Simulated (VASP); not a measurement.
VASP ran on this input.

**INCAR**
```
SYSTEM = TiC
PREC = Accurate
ENCUT = 520
EDIFF = 1E-6
NELM = 100
ALGO = Normal
LREAL = .FALSE.
LASPH = .TRUE.
ISMEAR = 1
SIGMA = 0.1
GGA = PE
LMAXMIX = 4
LWAVE = .FALSE.
LCHARG = .FALSE.
ISIF = 2
IBRION = 0
NSW = 3
TEBEG = 300
```

File KPOINTS:
```
Automatic mesh
0
Gamma
11 11 11
0 0 0
```

**POSCAR**
```
TiC
1
    0.0000000000     2.2083000000     2.2083000000
    2.2083000000     0.0000000000     2.2083000000
    2.2083000000     2.2083000000     0.0000000000
Ti C
1 1
Direct
  0.0000000000   0.0000000000   0.0000000000
  0.5000000000   0.5000000000   0.5000000000
```

POTCAR, in this order: Ti_sv C (PBE.64 set). Program: vasp_std.

What happens when VASP runs on this input?

There is a fault: molecular dynamics (IBRION = 0) was asked for without POTIM. VASP stops with an error: Fatal error! IBRION=0, but no entry for POTIM on file INCAR. MUST be specified! ----> I REFUSE TO CONTINUE WITH THIS SICK JOB ... BYE!!! <----

**standard output**
```
 POSCAR found type information on POSCAR TiC
 POSCAR found :  2 types and       2 ions
 Reading from existing POTCAR

 -----------------------------------------------------------------------------
|                                                                             |
|     EEEEEEE  RRRRRR   RRRRRR   OOOOOOO  RRRRRR      ###     ###     ###     |
|     E        R     R  R     R  O     O  R     R     ###     ###     ###     |
|     E        R     R  R     R  O     O  R     R     ###     ###     ###     |
|     EEEEE    RRRRRR   RRRRRR   O     O  RRRRRR       #       #       #      |
|     E        R   R    R   R    O     O  R   R                               |
|     E        R    R   R    R   O     O  R    R      ###     ###     ###     |
|     EEEEEEE  R     R  R     R  OOOOOOO  R     R     ###     ###     ###     |
|                                                                             |
|     Fatal error! IBRION=0, but no entry for POTIM on file INCAR. MUST       |
|     be specified!                                                           |
|                                                                             |
|       ---->  I REFUSE TO CONTINUE WITH THIS SICK JOB ... BYE!!! <----       |
|                                                                             |
 -----------------------------------------------------------------------------
```

To mend it, set POTIM to the time step in fs (1 to 2 fs suits most solids). The plain static run on this cell (PBE GGA, plane waves, VASP's PBE PAW potentials (set 64)) converges, and its OSZICAR ends with
```
   1 F= -.18660988E+02 E0= -.18660931E+02  d E =-.170912E-03
```

The compound is TiC in the rock salt structure. The cell was not relaxed at this level.
